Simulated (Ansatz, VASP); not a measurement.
**Cross-check of ZrB2 between VASP and Ansatz**

Wanted: the spread between two codes on one cell, functional and k mesh. The cell is taken from a series of runs on this material, whose earlier steps may have relaxed, scaled, displaced or heated it; both programs get it as it stands.

Calculated with Ansatz 0.2.0; plane waves, with VASP 6.6.1 beside it; zone-centre phonons at PBEsol.

## 1. The structure

It takes space group P6/mmm (No. 191, hexagonal). Conventional cell: a = 3.092 Å, b = 3.092 Å, c = 3.548 Å, α = 90.00°, β = 90.00°, γ = 120.00°. Nearest to B lie 3 B at 1.78 Å and 6 Zr at 2.52 Å. Nearest to Zr lie 12 B at 2.52 Å. Farther neighbours are not listed.

Structure file:

```
B Zr
1.0
     3.09164    0.00000    0.00000
    -1.54582    2.67744    0.00000
     0.00000    0.00000    3.54795
B Zr
2 1
Direct
  0.33333 0.66667 0.50000
  0.66667 0.33333 0.50000
  0.00000 0.00000 0.00000
```

## 2. VASP: zone-centre phonons, PBEsol

Second derivatives magnify differences that forces hide, and they need a tight electronic threshold.

Lines of VASP's logs that name or quote its potential files are left out, and so is its time.

File INCAR:

```
SYSTEM = ZrB2
PREC = Accurate
ENCUT = 500
EDIFF = 1E-08
NELM = 120
ISMEAR = 1
SIGMA = 0.2
LREAL = .FALSE.
ALGO = Normal
GGA = PS
NBANDS = 15
LASPH = .TRUE.
LORBIT = 11
LWAVE = .FALSE.
LCHARG = .FALSE.
ISIF = 2
IBRION = 8
GGA_COMPAT = .FALSE.
KPAR = 2
```

File POSCAR:

```
ZrB2
1.0
    3.0916442872      0.0000000000      0.0000000000
   -1.5458221436      2.6774424922      0.0000000000
    0.0000000000      0.0000000000      3.5479489955
B Zr
2 1
Direct
    0.3333333333      0.6666666667      0.5000000000
    0.6666666667      0.3333333333      0.5000000000
    0.0000000000      0.0000000000      0.0000000000
```

File KPOINTS:

```
Automatic mesh
0
Gamma
15 15 12
0 0 0
```

Potentials, in the order of the species: B and Zr_sv (PBE family, release 64).

On the command line:

```console
> mpirun -np 2 vasp_std
```

Numbers of over 12 decimals in the logs are rounded to 6 here.

The log of the run:

```text
[banner, memory and clock lines left out]
running    2 mpi-ranks, on    1 nodes
 distrk:  each k-point on    1 cores,    2 groups
 distr:  one band on    1 cores,    1 groups

 POSCAR found type information on POSCAR B Zr
 POSCAR found :  2 types and       3 ions
|                                                                             |
|               ----> ADVICE to this user running VASP <----                  |
|                                                                             |
|     You enforced a specific xc type in the INCAR file but a different       |
|     [... a line on the potential file left out ...]
|     I HOPE YOU KNOW WHAT YOU ARE DOING!                                     |
|                                                                             |

 LDA part: xc-table for (Slater+PW92), standard interpolation
 POSCAR, INCAR and KPOINTS ok, starting setup
 FFT: planning ... GRIDC
 FFT: planning ... GRID_SOFT
 FFT: planning ... GRID
 WAVECAR not read
 entering main loop
       N       E                     dE             d eps       ncg     rms          rms(c)
DAV:   1     0.101996315311E+03    0.10200E+03   -0.96370E+03  5686   0.117E+03
DAV:   2    -0.248326847132E+02   -0.12683E+03   -0.12200E+03  7154   0.304E+02
DAV:   3    -0.290398837382E+02   -0.42072E+01   -0.41879E+01  8941   0.479E+01
DAV:   4    -0.291036940747E+02   -0.63810E-01   -0.63796E-01  6704   0.541E+00
DAV:   5    -0.291051443517E+02   -0.14503E-02   -0.14502E-02  8684   0.570E-01    0.240E+01
DAV:   6    -0.264039863580E+02    0.27012E+01   -0.62399E+00  7124   0.176E+01    0.100E+01
DAV:   7    -0.263581665226E+02    0.45820E-01   -0.70612E-01  8234   0.542E+00    0.365E+00
DAV:   8    -0.263591372038E+02   -0.97068E-03   -0.10984E-01  6793   0.282E+00    0.503E-01
DAV:   9    -0.263550915225E+02    0.40457E-02   -0.23293E-02  7212   0.118E+00    0.219E-01
DAV:  10    -0.263546094903E+02    0.48203E-03   -0.19195E-03  6613   0.422E-01    0.378E-02
DAV:  11    -0.263546175635E+02   -0.80732E-05   -0.78694E-05  7738   0.843E-02    0.123E-02
DAV:  12    -0.263546154816E+02    0.20819E-05   -0.32542E-06  7219   0.130E-02    0.625E-03
DAV:  13    -0.263546153370E+02    0.14457E-06   -0.66453E-07  8709   0.642E-03    0.185E-03
DAV:  14    -0.263546153001E+02    0.36933E-07   -0.31088E-08  6068   0.174E-03    0.578E-04
DAV:  15    -0.263546152732E+02    0.26822E-07   -0.44662E-09  3465   0.616E-04    0.172E-04
DAV:  16    -0.263546152679E+02    0.53683E-08   -0.12377E-09  3066   0.287E-04
   1 F= -.26354615E+02 E0= -.26354820E+02  d E =0.613329E-03
 Linear response reoptimize wavefunctions to high precision
DAV:   1    -0.263546152666E+02    0.12419E-08   -0.34008E-10  4186   0.142E-04
DAV:   2    -0.263546152666E+02   -0.27285E-11   -0.11110E-10  3010   0.574E-05
 Linear response DOF=           4
 Linear response progress:
  Degree of freedom:   1/  4
       N       E                     dE             d eps       ncg     rms          rms(c)
RMM:   1    -0.485082893768E-01   -0.48508E-01   -0.24924E-02 57701   0.105E+00
RMM:   2    -0.434664697283E-01    0.50418E-02   -0.22844E-03 46870   0.249E-01    0.150E-01
RMM:   3    -0.433803740217E-01    0.86096E-04   -0.68382E-04 44592   0.127E-01    0.748E-02
RMM:   4    -0.438634106305E-01   -0.48304E-03   -0.44828E-04 43443   0.102E-01    0.837E-03
RMM:   5    -0.438692041758E-01   -0.57935E-05   -0.52715E-05 52886   0.284E-02    0.226E-03
RMM:   6    -0.438702325089E-01   -0.10283E-05   -0.10289E-05 56086   0.100E-02    0.123E-03
RMM:   7    -0.438672122314E-01    0.30203E-05   -0.22451E-06 55487   0.473E-03    0.284E-04
RMM:   8    -0.438690017226E-01   -0.17895E-05   -0.27158E-07 58368   0.215E-03    0.159E-04
RMM:   9    -0.438686077928E-01    0.39393E-06    0.11041E-07 59004   0.986E-04    0.301E-05
RMM:  10    -0.438687493032E-01   -0.14151E-06    0.35308E-08 58644   0.473E-04    0.272E-05
RMM:  11    -0.438686373655E-01    0.11194E-06    0.10920E-07 58606   0.235E-04    0.912E-06
RMM:  12    -0.438686215986E-01    0.15767E-07   -0.21049E-08 59910   0.117E-04    0.492E-06
RMM:  13    -0.438685994473E-01    0.22151E-07    0.20804E-08 58617   0.596E-05    0.557E-06
RMM:  14    -0.438685982571E-01    0.11902E-08    0.24528E-09 58089   0.313E-05    0.224E-06
 first order change of Fermi-energy   0.16744E-04
 force on displaced ion       1 direction 1 : -18.291  -0.001   0.000
 Linear response progress:
  Degree of freedom:   2/  4
       N       E                     dE             d eps       ncg     rms          rms(c)
RMM:   1    -0.479999574825E-01   -0.48000E-01   -0.81713E-04 20276   0.113E+00
RMM:   2    -0.452682618672E-01    0.27317E-02   -0.18818E-03 16223   0.247E-01    0.121E-01
RMM:   3    -0.451593894341E-01    0.10887E-03   -0.10084E-03 15790   0.151E-01    0.553E-02
RMM:   4    -0.455182053053E-01   -0.35882E-03   -0.35803E-04 16674   0.927E-02    0.129E-02
RMM:   5    -0.455919778425E-01   -0.73773E-04   -0.55556E-05 18193   0.353E-02    0.409E-03
RMM:   6    -0.456039964024E-01   -0.12019E-04   -0.12961E-05 19102   0.139E-02    0.862E-04
RMM:   7    -0.455967845167E-01    0.72119E-05    0.80691E-06 19486   0.607E-03    0.275E-04
RMM:   8    -0.455975935455E-01   -0.80903E-06    0.33832E-06 19503   0.288E-03    0.144E-04
RMM:   9    -0.455965880763E-01    0.10055E-05    0.22920E-06 19548   0.147E-03    0.105E-04
RMM:  10    -0.455971318389E-01   -0.54376E-06    0.16697E-06 19679   0.787E-04    0.103E-05
RMM:  11    -0.455971361158E-01   -0.42769E-08    0.13369E-06 20972   0.386E-04    0.118E-05
RMM:  12    -0.455971363088E-01   -0.19290E-09    0.91634E-07 20771   0.191E-04    0.906E-06
RMM:  13    -0.455971059804E-01    0.30328E-07    0.71606E-07 20197   0.995E-05    0.664E-06
RMM:  14    -0.455971252586E-01   -0.19278E-07    0.45793E-07 20465   0.524E-05    0.274E-06
RMM:  15    -0.455971327981E-01   -0.75395E-08    0.35284E-07 20170   0.279E-05    0.169E-06
RMM:  16    -0.455971330766E-01   -0.27844E-09    0.21622E-07 19360   0.145E-05    0.132E-06
RMM:  17    -0.455971368058E-01   -0.37293E-08    0.16412E-07 18838   0.899E-06    0.490E-07
RMM:  18    -0.455971375714E-01   -0.76553E-09    0.99135E-08 16582   0.478E-06    0.349E-07
 first order change of Fermi-energy  -0.51775E-04
 force on displaced ion       1 direction 3 :   0.000  -0.000 -10.804
 Linear response progress:
  Degree of freedom:   3/  4
       N       E                     dE             d eps       ncg     rms          rms(c)
RMM:   1    -0.675781083383E+00   -0.67578E+00    0.30288E+00 15544   0.150E+01
RMM:   2    -0.619632458523E+00    0.56149E-01   -0.18560E-01 21379   0.280E+00    0.183E-01
RMM:   3    -0.620928418815E+00   -0.12960E-02   -0.32033E-02 25719   0.855E-01    0.585E-02
RMM:   4    -0.622535045797E+00   -0.16066E-02   -0.57753E-03 31587   0.300E-01    0.301E-02
RMM:   5    -0.622986596970E+00   -0.45155E-03   -0.88469E-04 31482   0.111E-01    0.178E-02
RMM:   6    -0.622965943203E+00    0.20654E-04   -0.13276E-04 31494   0.502E-02    0.437E-03
RMM:   7    -0.622942116384E+00    0.23827E-04   -0.34717E-05 32670   0.234E-02    0.326E-03
RMM:   8    -0.622935322114E+00    0.67943E-05   -0.21000E-05 32949   0.127E-02    0.924E-04
RMM:   9    -0.622940209616E+00   -0.48875E-05   -0.58534E-06 33337   0.753E-03    0.153E-04
RMM:  10    -0.622941136147E+00   -0.92653E-06   -0.45305E-06 34185   0.475E-03    0.126E-04
RMM:  11    -0.622941615314E+00   -0.47917E-06   -0.24140E-06 34978   0.328E-03    0.172E-04
RMM:  12    -0.622938582852E+00    0.30325E-05   -0.20004E-06 32998   0.247E-03    0.228E-04
RMM:  13    -0.622941126458E+00   -0.25436E-05   -0.10161E-06 31319   0.196E-03    0.113E-04
RMM:  14    -0.622944983271E+00   -0.38568E-05   -0.84938E-07 32008   0.155E-03    0.937E-05
[...]
RMM:  24    -0.622949211704E+00    0.67371E-07    0.91404E-08 31780   0.271E-04    0.200E-05
RMM:  25    -0.622949300195E+00   -0.88492E-07    0.10043E-07 29515   0.237E-04    0.222E-05
RMM:  26    -0.622949187494E+00    0.11270E-06    0.99573E-08 28911   0.210E-04    0.296E-05
RMM:  27    -0.622949209748E+00   -0.22254E-07    0.10396E-07 25825   0.183E-04    0.325E-05
RMM:  28    -0.622949231943E+00   -0.22196E-07    0.10213E-07 23543   0.162E-04    0.349E-05
RMM:  29    -0.622949270855E+00   -0.38911E-07    0.10061E-07 26175   0.144E-04    0.363E-05
RMM:  30    -0.622949244639E+00    0.26215E-07    0.96552E-08 22542   0.128E-04    0.393E-05
RMM:  31    -0.622949266794E+00   -0.22155E-07    0.95030E-08 19118   0.114E-04    0.409E-05
 first order change of Fermi-energy   0.78281E-04
 force on displaced ion       3 direction 1 : -14.227   0.000   0.000
 Linear response progress:
  Degree of freedom:   4/  4
       N       E                     dE             d eps       ncg     rms          rms(c)
RMM:   1    -0.768620272826E+00   -0.76862E+00    0.26447E+00  6641   0.147E+01
RMM:   2    -0.710900883501E+00    0.57719E-01   -0.16022E-01  8856   0.266E+00    0.208E-01
RMM:   3    -0.714225877764E+00   -0.33250E-02   -0.36162E-02 10310   0.799E-01    0.649E-02
RMM:   4    -0.716601059905E+00   -0.23752E-02   -0.65521E-03 11964   0.285E-01    0.354E-02
RMM:   5    -0.716855452533E+00   -0.25439E-03   -0.11418E-03 12696   0.105E-01    0.255E-02
RMM:   6    -0.716654317003E+00    0.20114E-03   -0.13633E-04 12673   0.496E-02    0.543E-03
RMM:   7    -0.716724202638E+00   -0.69886E-04   -0.80475E-05 12941   0.215E-02    0.261E-03
RMM:   8    -0.716720765664E+00    0.34370E-05   -0.45131E-05 13380   0.110E-02    0.662E-04
RMM:   9    -0.716724997453E+00   -0.42318E-05   -0.32402E-05 13693   0.639E-03    0.650E-04
RMM:  10    -0.716725439320E+00   -0.44187E-06   -0.24430E-05 13623   0.443E-03    0.870E-05
RMM:  11    -0.716726311265E+00   -0.87194E-06   -0.18764E-05 14135   0.307E-03    0.406E-05
RMM:  12    -0.716727039359E+00   -0.72809E-06   -0.15766E-05 13696   0.228E-03    0.963E-05
RMM:  13    -0.716726514258E+00    0.52510E-06   -0.11933E-05 13598   0.173E-03    0.122E-04
RMM:  14    -0.716727731825E+00   -0.12176E-05   -0.91917E-06 12850   0.142E-03    0.404E-05
RMM:  15    -0.716728147778E+00   -0.41595E-06   -0.75150E-06 14014   0.110E-03    0.451E-05
RMM:  16    -0.716728200851E+00   -0.53073E-07   -0.54063E-06 14188   0.883E-04    0.539E-05
RMM:  17    -0.716727890998E+00    0.30985E-06   -0.48757E-06 12647   0.735E-04    0.820E-05
RMM:  18    -0.716728079287E+00   -0.18829E-06   -0.32308E-06 13228   0.604E-04    0.854E-05
RMM:  19    -0.716728246381E+00   -0.16709E-06   -0.32121E-06 13927   0.501E-04    0.882E-05
RMM:  20    -0.716727793869E+00    0.45251E-06   -0.20424E-06 11725   0.433E-04    0.110E-04
RMM:  21    -0.716727466602E+00    0.32727E-06   -0.21581E-06 12399   0.367E-04    0.125E-04
RMM:  22    -0.716727584603E+00   -0.11800E-06   -0.13474E-06 11573   0.304E-04    0.126E-04
RMM:  23    -0.716727633660E+00   -0.49057E-07   -0.14664E-06 12713   0.257E-04    0.125E-04
 first order change of Fermi-energy  -0.17805E-03
 force on displaced ion       3 direction 3 :  -0.000   0.000 -15.555
 Linear response finished
```

OUTCAR, selected parts (step 2):

```text
ion  position               nearest neighbor table
   1  0.333  0.667  0.500-   2 1.78   2 1.78   2 1.78   3 2.52   3 2.52   3 2.52   3 2.52   3 2.52
                             3 2.52
   2  0.667  0.333  0.500-   1 1.78   1 1.78   1 1.78   3 2.52   3 2.52   3 2.52   3 2.52   3 2.52
                             3 2.52
   3  0.000  0.000  0.000-   1 2.52   2 2.52   1 2.52   2 2.52   2 2.52   2 2.52   1 2.52   1 2.52
                             2 2.52   2 2.52   1 2.52   1 2.52

  LATTYP: Found a hexagonal cell.
 ALAT       =     3.0916442872
 C/A-ratio  =     1.1475928878

 Subroutine GETGRP returns: Found 24 space group operations
 (whereof 24 operations were pure point group operations)

The static configuration has the point symmetry D_6h.

 Found    189 irreducible k-points:

   k-points           NKPTS =    189   k-points in BZ     NKDIM =    189   number of bands    NBANDS=     15

   dimension x,y,z NGX =    24 NGY =   24 NGZ =   28
   dimension x,y,z NGXF=    48 NGYF=   48 NGZF=   56

   ENCUT  =  500.0 eV  36.75 Ry    6.06 a.u.   5.64  5.64  6.47*2*pi/ulx,y,z

   NELECT =      18.0000    total number of electrons

 k-points in reciprocal lattice and weights: Automatic mesh
   0.00000000  0.00000000  0.00000000       0.000
   0.06666667  0.00000000  0.00000000       0.002
   0.13333333  0.00000000  0.00000000       0.002
   0.20000000 -0.00000000  0.00000000       0.002
   0.26666667  0.00000000  0.00000000       0.002
   0.33333333  0.00000000  0.00000000       0.002
   0.40000000  0.00000000  0.00000000       0.002
   0.46666667  0.00000000  0.00000000       0.002
   0.06666667  0.06666667  0.00000000       0.002
[...]
0.33333333  0.26666667  0.50000000       0.004
   0.33333333  0.33333333  0.50000000       0.001

 average (electrostatic) potential at core
       1 -21.4169       2 -21.4169       3 -71.9202

  Total        2.3128894      2.3128894      0.0595562      0.0000000     -0.0000000      0.0000000
  in kB      126.1764804    126.1764804      3.2490057      0.0000000     -0.0000000      0.0000000
  external PRESSURE =      85.2006555 kB  Pullay stress =       0.0000000 kB

  energy-cutoff  :      500.00
  volume of cell :       29.37
      direct lattice vectors                 reciprocal lattice vectors
     3.091644287  0.000000000  0.000000000     0.323452476  0.186745374  0.000000000
    -1.545822144  2.677442492  0.000000000     0.000000000  0.373490748  0.000000000
     0.000000000  0.000000000  3.547948996     0.000000000  0.000000000  0.281852981

 POSITION                                       TOTAL-FORCE (eV/Angst)
 -----------------------------------------------------------------------------------
     -0.00000      1.78496      1.77397        -0.000000      0.000000      0.000000
      1.54582      0.89248      1.77397         0.000000     -0.000000     -0.000000
      0.00000      0.00000      0.00000         0.000000      0.000000      0.000000
 -----------------------------------------------------------------------------------
    total drift:                               -0.000000      0.000000      0.000000

 Eigenvectors and eigenvalues of the dynamical matrix
 ----------------------------------------------------

   1 f  =   25.814529 THz   162.197471 2PiTHz  861.080009 cm-1   106.760267 meV
             X         Y         Z           dx          dy          dz
     -0.000000  1.784962  1.773974    -0.000005   -0.707107    0.000000
      1.545822  0.892481  1.773974     0.000005    0.707107   -0.000000
      0.000000  0.000000  0.000000     0.000000    0.000000    0.000000

   2 f  =   25.814529 THz   162.197471 2PiTHz  861.080009 cm-1   106.760267 meV
             X         Y         Z           dx          dy          dz
     -0.000000  1.784962  1.773974    -0.707107    0.000005    0.000000
      1.545822  0.892481  1.773974     0.707107   -0.000005   -0.000000
      0.000000  0.000000  0.000000     0.000000    0.000000    0.000000

   3 f  =   17.692968 THz   111.168194 2PiTHz  590.173873 cm-1    73.172202 meV
             X         Y         Z           dx          dy          dz
     -0.000000  1.784962  1.773974    -0.000000   -0.000000   -0.707107
      1.545822  0.892481  1.773974    -0.000000   -0.000000    0.707107
      0.000000  0.000000  0.000000    -0.000000    0.000000    0.000000

   4 f  =   14.734945 THz    92.582387 2PiTHz  491.504843 cm-1    60.938807 meV
             X         Y         Z           dx          dy          dz
     -0.000000  1.784962  1.773974    -0.000000   -0.000000   -0.635631
      1.545822  0.892481  1.773974    -0.000000   -0.000000   -0.635631
      0.000000  0.000000  0.000000    -0.000000    0.000000    0.438116

   5 f  =   14.096946 THz    88.573722 2PiTHz  470.223492 cm-1    58.300257 meV
             X         Y         Z           dx          dy          dz
     -0.000000  1.784962  1.773974     0.000000    0.635689   -0.000000
      1.545822  0.892481  1.773974     0.000000    0.635689   -0.000000
      0.000000  0.000000  0.000000    -0.000000   -0.437949    0.000000

   6 f  =   14.096946 THz    88.573722 2PiTHz  470.223492 cm-1    58.300257 meV
             X         Y         Z           dx          dy          dz
     -0.000000  1.784962  1.773974     0.635689   -0.000000    0.000000
      1.545822  0.892481  1.773974     0.635689   -0.000000   -0.000000
      0.000000  0.000000  0.000000    -0.437949    0.000000   -0.000000

   7 f/i=    0.003463 THz     0.021757 2PiTHz    0.115507 cm-1     0.014321 meV
             X         Y         Z           dx          dy          dz
     -0.000000  1.784962  1.773974     0.294277   -0.096442    0.000000
      1.545822  0.892481  1.773974     0.294277   -0.096442    0.000000
      0.000000  0.000000  0.000000     0.854292   -0.279975    0.000000

   8 f/i=    0.003463 THz     0.021757 2PiTHz    0.115507 cm-1     0.014321 meV
             X         Y         Z           dx          dy          dz
     -0.000000  1.784962  1.773974    -0.096442   -0.294277    0.000000
      1.545822  0.892481  1.773974    -0.096442   -0.294277    0.000000
      0.000000  0.000000  0.000000    -0.279975   -0.854292    0.000000

   9 f/i=    0.006356 THz     0.039936 2PiTHz    0.212012 cm-1     0.026286 meV
             X         Y         Z           dx          dy          dz
     -0.000000  1.784962  1.773974     0.000000    0.000000    0.309795
      1.545822  0.892481  1.773974     0.000000    0.000000    0.309795
      0.000000  0.000000  0.000000     0.000000    0.000000    0.898918

 ELASTIC MODULI CONTR FROM IONIC RELAXATION (kBar)
 Direction    XX          YY          ZZ          XY          YZ          ZX
 --------------------------------------------------------------------------------
 XX          -0.1050      0.1050      0.0000      0.0000      0.0000      0.0000
 YY           0.1050     -0.1050      0.0000     -0.0000      0.0000      0.0000
 ZZ           0.0000      0.0000      0.0000      0.0000      0.0000      0.0000
 XY           0.0000     -0.0000      0.0000     -0.1050      0.0000      0.0000
 YZ           0.0000      0.0000      0.0000      0.0000      0.0000      0.0000
 ZX           0.0000      0.0000      0.0000      0.0000      0.0000      0.0000
 --------------------------------------------------------------------------------
```

(Part 1 of 2 ends here.)

[Lines on the potential files, build, host, timing and source positions are cut from VASP's logs without a mark.]

[Logs are printed without paths, hosts, clocks, repeated set-up lines and the standing remarks that a program may print on its own settings, such as how far it seeks lower states.]

[Hosts, paths, dates, database ids (printed as entryN), source tags and the programs' standing remarks are cut or masked in the printed files.]
